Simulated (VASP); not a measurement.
A run of VASP 6.6.1 is set up as follows.

Contents of INCAR:

```
PREC = Accurate ; ENCUT = 520
EDIFF = 1E-7 ; ISMEAR = 0
SIGMA = 0.1 ; LREAL = False
LASPH = True ; NELM = 60
ALGO = Normal ; ISIF = 3
LWAVE = False ; LCHARG = False
METAGGA = R2SCAN ; LMIXTAU = True
IBRION = 2 ; NSW = 80
EDIFFG = -0.002
```

File KPOINTS:

```
Automatic mesh
0
Gamma
  18 18 18
```

File POSCAR:

```
W
1.0
   -1.5823450000      1.5823450000      1.5823450000
    1.5823450000     -1.5823450000      1.5823450000
    1.5823450000      1.5823450000     -1.5823450000
W
1
Direct
    0.0000000000      0.0000000000      0.0000000000
```

Potentials or basis: VASP PAW PBE potentials, release 64 (W_sv).

Command:

```console
$ cat potpaw_PBE.64/W_sv/POTCAR > POTCAR
$ mpirun -np 1 vasp_std > vasp.out
```

Task: Predict the relaxed cell.

Result: a = 2.748 Å, b = 2.748 Å, c = 2.748 Å, α = 109.47°, β = 109.47°, γ = 109.47°.

Task: Predict the space group after relaxing (to 0.05 Å).

Result: Im-3m (No. 229).

The path:
| step | energy change (eV) | largest force (eV/Å) | pressure (GPa) | volume (Å³) |
| --- | --- | --- | --- | --- |
| 1 | 0.0000 | 0.0000 | 2.38 | 15.85 |
| 2 | 0.0101 | 0.0000 | -7.94 | 16.39 |
| 3 | -0.0009 | 0.0000 | -0.01 | 15.97 |

Caveat: the PAW data sets were made with another functional, which shifts forces and pressure a little. The run has no spin-orbit coupling, so splittings on W are missing.
